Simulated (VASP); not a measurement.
# A VASP study of AlCo (LDA): structure first, properties next, part 3 of 5

What structure does AlCo take at this level, and what are its properties? Left out of this account: 1 further run (relaxation: it shows nothing beyond the runs told). The start is a computed cell from the Materials Project.

VASP 6.6.1, plane waves and PAW; the level of theory is named at each step.

Still holding for the runs below: The k-mesh is coarse for a metal.

So far. Step 5 (Magnetic order: antiferromagnetic, q = (1/2, 1/2, 0)): The energy lies -2.4 meV an atom from the first pattern, a difference of sampling, since both runs hold the same state. The moments fall under 0.1 μB, and the mesh shows no gap. Step 6 (The orders side by side): All patterns lost their moments. Runs that ended non-magnetic differ by up to 2.4 meV an atom among themselves, which is the error from the unlike meshes of the cells. The session goes on with moments started at or near zero.

## 7. Full relaxation (LDA)

This step: LDA, zero-moment start; plane waves and PAW (Al, Co) (VASP 6.6.1).

System of this step: AlCo. The structure is cubic, space group Pm-3m (No. 221). Conventional cell: a = 2.819 Å, b = 2.819 Å, c = 2.819 Å, α = 90.00°, β = 90.00°, γ = 90.00°. Nearest to Al lie 8 Co at 2.44 Å. Co has 8 Al at 2.44 Å nearest. Farther neighbours are not listed.

The start need not lie at this functional's minimum. ISIF = 3 frees volume, shape and positions, and EDIFFG sets the threshold on forces and stress at which the search stops.

INCAR

```
SYSTEM = AlCo
PREC = Accurate
ENCUT = 400
EDIFF = 1E-06
NELM = 100
ISMEAR = 1
SIGMA = 0.2
LREAL = .FALSE.
ALGO = Normal
GGA = CA
NBANDS = 13
ISPIN = 2
MAGMOM = -0 0
LASPH = .TRUE.
LMAXMIX = 4
LORBIT = 11
LWAVE = .FALSE.
LCHARG = .FALSE.
KPAR = 4
IBRION = 2
NSW = 60
ISIF = 3
EDIFFG = -0.01
```

POSCAR

```
AlCo
1.0
    2.8194032100      0.0000000000      0.0000000000
    0.0000000000      2.8194032100      0.0000000000
    0.0000000000      0.0000000000      2.8194032100
Al Co
1 1
Direct
    0.0000000000      0.0000000000      0.0000000000
    0.5000000000      0.5000000000      0.5000000000
```

KPOINTS

```
Automatic mesh
0
Gamma
9 9 9
0 0 0
```

Potentials, in the order of the species: Al and Co (LDA family, release 64).

On the command line:

```sh
$ mpirun -np 4 vasp_std
```

Log:

```text
[... set-up lines as in an earlier step ...]
 entering main loop
       N       E                     dE             d eps       ncg     rms          rms(c)
DAV:   1     0.289799740290E+02    0.28980E+02   -0.45530E+03  1884   0.810E+02
DAV:   2    -0.140451323106E+02   -0.43025E+02   -0.38867E+02  1920   0.155E+02
DAV:   3    -0.153381448029E+02   -0.12930E+01   -0.12850E+01  2220   0.312E+01
DAV:   4    -0.153570509372E+02   -0.18906E-01   -0.18902E-01  2194   0.343E+00
DAV:   5    -0.153576204150E+02   -0.56948E-03   -0.56947E-03  2259   0.626E-01    0.126E+01
DAV:   6    -0.178130987756E+02   -0.24555E+01   -0.56165E+01  2115   0.972E+01    0.171E+01
DAV:   7    -0.137412969078E+02    0.40718E+01   -0.26975E+01  2140   0.624E+01    0.189E+00
DAV:   8    -0.137215184330E+02    0.19778E-01   -0.14992E-01  2080   0.263E+00    0.120E+00
DAV:   9    -0.137045998874E+02    0.16919E-01   -0.38169E-02  2310   0.217E+00    0.311E-01
DAV:  10    -0.137042826719E+02    0.31722E-03   -0.56245E-04  2361   0.269E-01    0.152E-01
DAV:  11    -0.137042683934E+02    0.14279E-04   -0.52882E-05  2605   0.911E-02    0.136E-02
DAV:  12    -0.137042663703E+02    0.20231E-05   -0.53464E-06  1987   0.267E-02    0.609E-03
DAV:  13    -0.137042663295E+02    0.40805E-07   -0.10254E-07  1205   0.252E-03
   1 F= -.13704266E+02 E0= -.13706089E+02  d E =-.137043E+02  mag=    -0.0000
 curvature:   0.00 expect dE= 0.000E+00 dE for cont linesearch  0.000E+00
 trial: gam= 0.00000 g(F)=  0.000E+00 g(S)=  0.406E-01 ort = 0.000E+00 (trialstep = 0.100E+01)
 search vector abs. value=  0.406E-01
 bond charge predicted
       N       E                     dE             d eps       ncg     rms          rms(c)
DAV:   1    -0.142675740180E+02   -0.56331E+00   -0.66837E+00  2070   0.389E+01    0.687E+00
DAV:   2    -0.149648938018E+02   -0.69732E+00   -0.17813E+01  2140   0.560E+01    0.883E+00
DAV:   3    -0.137183832894E+02    0.12465E+01   -0.83479E+00  2130   0.365E+01    0.107E+00
DAV:   4    -0.137095860245E+02    0.87973E-02   -0.39391E-02  2050   0.137E+00    0.651E-01
DAV:   5    -0.137040640343E+02    0.55220E-02   -0.14159E-02  2740   0.121E+00    0.142E-01
DAV:   6    -0.137040427672E+02    0.21267E-04   -0.20820E-04  2070   0.153E-01    0.570E-02
DAV:   7    -0.137040389644E+02    0.38028E-05   -0.38249E-05  2711   0.712E-02    0.765E-03
DAV:   8    -0.137040389266E+02    0.37824E-07   -0.87380E-07  1233   0.897E-03
   2 F= -.13704039E+02 E0= -.13706019E+02  d E =0.227403E-03  mag=    -0.0000
 trial-energy change:    0.000227  1 .order    0.001732   -0.040565    0.044028
 step:   0.5062(harm=  0.4795)  dis= 0.00000  next Energy=   -13.714728 (dE=-0.105E-01)
 bond charge predicted
       N       E                     dE             d eps       ncg     rms          rms(c)
DAV:   1    -0.138470757226E+02   -0.14304E+00   -0.16880E+00  2055   0.200E+01    0.318E+00
DAV:   2    -0.140007744401E+02   -0.15370E+00   -0.42980E+00  2160   0.266E+01    0.425E+00
DAV:   3    -0.137197680043E+02    0.28101E+00   -0.16965E+00  2110   0.174E+01    0.606E-01
DAV:   4    -0.137152280114E+02    0.45400E-02   -0.10619E-02  2146   0.108E+00    0.170E-01
DAV:   5    -0.137148308289E+02    0.39718E-03   -0.97509E-04  2819   0.266E-01    0.319E-02
DAV:   6    -0.137148334263E+02   -0.25974E-05   -0.16632E-05  1985   0.314E-02    0.127E-02
DAV:   7    -0.137148339784E+02   -0.55210E-06   -0.42392E-07  1275   0.514E-03
   3 F= -.13714834E+02 E0= -.13716743E+02  d E =-.105676E-01  mag=    -0.0000
 curvature:  -0.24 expect dE=-0.184E-06 dE for cont linesearch -0.184E-06
 trial: gam=-0.00433 g(F)=  0.122E-64 g(S)=  0.769E-06 ort = 0.177E-03 (trialstep = 0.901E+00)
 search vector abs. value=  0.115E-09
 reached required accuracy - stopping structural energy minimisation
```

Wall time 3.6 s (4 MPI ranks of AMD EPYC 9R45, shared host); peak memory 0.38 GiB; 13 s of CPU time.

From OUTCAR (step 7):

```text
   k-points           NKPTS =     35   k-points in BZ     NKDIM =     35   number of bands    NBANDS=     13

   NELECT =      12.0000    total number of electrons

 E-fermi :  11.1464

 spin component 1
 k-point     1 :       0.0000    0.0000    0.0000
  band No.  band energies     occupation
    ...
      2       7.8592      1.00000
      3       7.8592      1.00000
      4      10.2460      1.00000
      5      10.2460      1.00000
      6      10.2460      1.00000
      7      17.3719      0.00000
      8      17.3719      0.00000
      9      17.3719      0.00000
     10      20.1951      0.00000
     11      20.1951      0.00000
    ...

 k-point     2 :       0.1111    0.0000    0.0000
  band No.  band energies     occupation
    ...
      2       7.8373      1.00000
      3       7.9279      1.00000
      4      10.1139      1.00000
      5      10.1139      1.00000
      6      10.2609      1.00000
      7      15.5591      0.00000
      8      17.7085      0.00000
      9      17.7085      0.00000
     10      20.1486      0.00000
     11      21.8422      0.00000
    ...

  Total       -0.0032590     -0.0032590     -0.0032590      0.0000000      0.0000000      0.0000000
  in kB       -0.2394935     -0.2394935     -0.2394935      0.0000000      0.0000000      0.0000000
  external PRESSURE =      -0.2394935 kB  Pullay stress =       0.0000000 kB

 POSITION                                       TOTAL-FORCE (eV/Angst)
 -----------------------------------------------------------------------------------
      0.00000      0.00000      0.00000        -0.000000     -0.000000      0.000000
      1.39681      1.39681      1.39681         0.000000      0.000000      0.000000
 -----------------------------------------------------------------------------------
    total drift:                                0.000000     -0.000000      0.000000

  FREE ENERGIE OF THE ION-ELECTRON SYSTEM (eV)
  ---------------------------------------------------
  free  energy   TOTEN  =       -13.7148339784 eV

  energy  without entropy=      -13.7205597496  energy(sigma->0) =      -13.71674257

 reached required accuracy - stopping structural energy minimisation

 magnetization (x)
# of ion       s       p       d       tot
------------------------------------------
    1        0.000  -0.000   0.000   0.000
    2       -0.000  -0.000  -0.000  -0.000
--------------------------------------------------
tot          0.000  -0.000  -0.000  -0.000

[... 5 parts as in an earlier step ...]

[... 11 further parts left out ...]
```

CONTCAR:

```
AlCo
   1.00000000000000
     2.7936284365652964    0.0000000000000000   -0.0000000000000000
    -0.0000000000000000    2.7936284365652964   -0.0000000000000000
     0.0000000000000000    0.0000000000000000    2.7936284365652964
  Al              Co
     1     1
Direct
     0.0000000000000000    0.0000000000000000    0.0000000000000000
     0.5000000000000000    0.5000000000000000    0.5000000000000000
```

This run allows spin, but its moments start at zero, where symmetry between the spins tends to hold them, although Co can carry a moment. The run keeps the 48 symmetry operations of its start, so it cannot find a distortion of lower symmetry.

Step by step:

| step | energy less that of the first step (eV) | largest force (eV/Å) | pressure (GPa) | volume (Å³) |
| --- | --- | --- | --- | --- |
| 1 | 0.0000 | 0.0000 | -5.35 | 22.41 |
| 2 | 0.0002 | 0.0000 | 6.14 | 21.22 |
| 3 | -0.0106 | 0.0000 | -0.02 | 21.80 |

| conventional cell, symmetrised | before | after | change |
| --- | --- | --- | --- |
| a (Å) | 2.819 | 2.794 | -0.9 % |
| b (Å) | 2.819 | 2.794 | -0.9 % |
| c (Å) | 2.819 | 2.794 | -0.9 % |
| volume (Å³/atom) | 11.21 | 10.90 | -2.7 % |

The relaxed structure:

```xyz
2
Lattice="2.7936 0.0000 0.0000 0.0000 2.7936 0.0000 0.0000 0.0000 2.7936" Properties=species:S:1:pos:R:3 pbc="T T T"
Al    0.0000    0.0000    0.0000
Co    1.3968    1.3968    1.3968
```

This step gave:

```
electrons                       : 12
bands                           : 13
irreducible k-points            : 35
symmetry operations             : 48
free energy (TOTEN)             : -13.71 eV
energy at zero smearing         : -13.72 eV
Fermi energy                    : 11.15 eV
pressure                        : -0.02395 GPa
SCF cycles over all ionic steps : 28
```

It ends with forces that vanish by symmetry and a pressure of -0.02 GPa.

## 8. Second relaxation

A relaxation keeps the plane waves of the cell it began with, so it is repeated from the new cell, on a basis made for it.

INCAR is that of step 7.

POSCAR

```
AlCo
1.0
    2.7936284366      0.0000000000      0.0000000000
    0.0000000000      2.7936284366      0.0000000000
    0.0000000000      0.0000000000      2.7936284366
Al Co
1 1
Direct
    0.0000000000      0.0000000000      0.0000000000
    0.5000000000      0.5000000000      0.5000000000
```

KPOINTS is that of step 7.

On the command line:

```sh
$ mpirun -np 4 vasp_std
```

Log:

```text
[... set-up lines as in an earlier step ...]
 entering main loop
       N       E                     dE             d eps       ncg     rms          rms(c)
DAV:   1     0.285916879409E+02    0.28592E+02   -0.44758E+03  1908   0.798E+02
DAV:   2    -0.141450610082E+02   -0.42737E+02   -0.38759E+02  1905   0.154E+02
DAV:   3    -0.153626273490E+02   -0.12176E+01   -0.12116E+01  2248   0.305E+01
DAV:   4    -0.153791401964E+02   -0.16513E-01   -0.16509E-01  2119   0.331E+00
DAV:   5    -0.153796445617E+02   -0.50437E-03   -0.50436E-03  2299   0.609E-01    0.128E+01
DAV:   6    -0.176070251456E+02   -0.22274E+01   -0.54002E+01  2100   0.966E+01    0.165E+01
DAV:   7    -0.137542363647E+02    0.38528E+01   -0.25862E+01  2135   0.618E+01    0.194E+00
DAV:   8    -0.137310216895E+02    0.23215E-01   -0.14499E-01  2095   0.262E+00    0.119E+00
DAV:   9    -0.137140219654E+02    0.17000E-01   -0.37699E-02  2308   0.215E+00    0.304E-01
DAV:  10    -0.137137302677E+02    0.29170E-03   -0.52753E-04  2345   0.263E-01    0.157E-01
DAV:  11    -0.137137158644E+02    0.14403E-04   -0.55827E-05  2560   0.934E-02    0.139E-02
DAV:  12    -0.137137135045E+02    0.23599E-05   -0.66774E-06  2086   0.297E-02    0.553E-03
DAV:  13    -0.137137134822E+02    0.22341E-07   -0.72222E-08  1180   0.255E-03
   1 F= -.13713713E+02 E0= -.13715621E+02  d E =-.137137E+02  mag=    -0.0000
 curvature:   0.00 expect dE= 0.000E+00 dE for cont linesearch  0.000E+00
 trial: gam= 0.00000 g(F)=  0.000E+00 g(S)=  0.439E-05 ort = 0.000E+00 (trialstep = 0.100E+01)
 search vector abs. value=  0.439E-05
 reached required accuracy - stopping structural energy minimisation
```

Wall time 1.8 s (4 MPI ranks); peak memory 0.36 GiB; 5.8 s of CPU time.

From OUTCAR (step 8):

```text
   ENCUT  =  400.0 eV  29.40 Ry    5.42 a.u.   4.56  4.56  4.56*2*pi/ulx,y,z

   NELECT =      12.0000    total number of electrons

 E-fermi :  11.1464

 spin component 1
 k-point     1 :       0.0000    0.0000    0.0000
  band No.  band energies     occupation
    ...
      2       7.8592      1.00000
      3       7.8592      1.00000
      4      10.2466      1.00000
      5      10.2466      1.00000
      6      10.2466      1.00000
      7      17.3722      0.00000
      8      17.3722      0.00000
      9      17.3722      0.00000
     10      20.1963      0.00000
     11      20.1963      0.00000
    ...

 k-point     2 :       0.1111    0.0000    0.0000
  band No.  band energies     occupation
    ...
      2       7.8373      1.00000
      3       7.9277      1.00000
      4      10.1138      1.00000
      5      10.1138      1.00000
      6      10.2610      1.00000
      7      15.5593      0.00000
      8      17.7086      0.00000
      9      17.7086      0.00000
     10      20.1490      0.00000
     11      21.8427      0.00000
    ...

  Total        0.0077848      0.0077848      0.0077848      0.0000000      0.0000000     -0.0000000
  in kB        0.5720709      0.5720709      0.5720709      0.0000000      0.0000000     -0.0000000
  external PRESSURE =       0.5720709 kB  Pullay stress =       0.0000000 kB

 POSITION                                       TOTAL-FORCE (eV/Angst)
 -----------------------------------------------------------------------------------
      0.00000      0.00000      0.00000         0.000000      0.000000      0.000000
      1.39681      1.39681      1.39681         0.000000      0.000000      0.000000
 -----------------------------------------------------------------------------------
    total drift:                                0.000000     -0.000000      0.000000

  FREE ENERGIE OF THE ION-ELECTRON SYSTEM (eV)
  ---------------------------------------------------
  free  energy   TOTEN  =       -13.7137134822 eV

  energy  without entropy=      -13.7194373459  energy(sigma->0) =      -13.71562144

 magnetization (x)
# of ion       s       p       d       tot
------------------------------------------
    1       -0.000  -0.000   0.000  -0.000
    2        0.000   0.000   0.000   0.000
--------------------------------------------------
tot         -0.000  -0.000   0.000   0.000

[... 5 parts as in an earlier step ...]

[... 13 further parts left out ...]
```

Little changed from the start: no atom moved by 0.005 Å and no cell edge by 0.1 %.

Numbers from this step:

```yaml
pressure: 0.05721 GPa
scf_cycles_over_all_ionic_steps: 13
```

It ends with forces that vanish by symmetry and a pressure of 0.06 GPa. The volume moved by under 0.01 %: the run met its threshold at the first step.

(Continued in part 4 of 5.)

[Lines on the potential files, build, host, timing and source positions are cut from VASP's logs without a mark.]

[Logs are printed without paths, hosts, clocks, repeated set-up lines and the standing remarks that a program may print on its own settings, such as how far it seeks lower states.]

[Hosts, paths, dates, database ids (printed as entryN), source tags and the programs' standing remarks are cut or masked in the printed files.]

[A measured line is paired with the nearest computed mode of its activity, which favours agreement.]
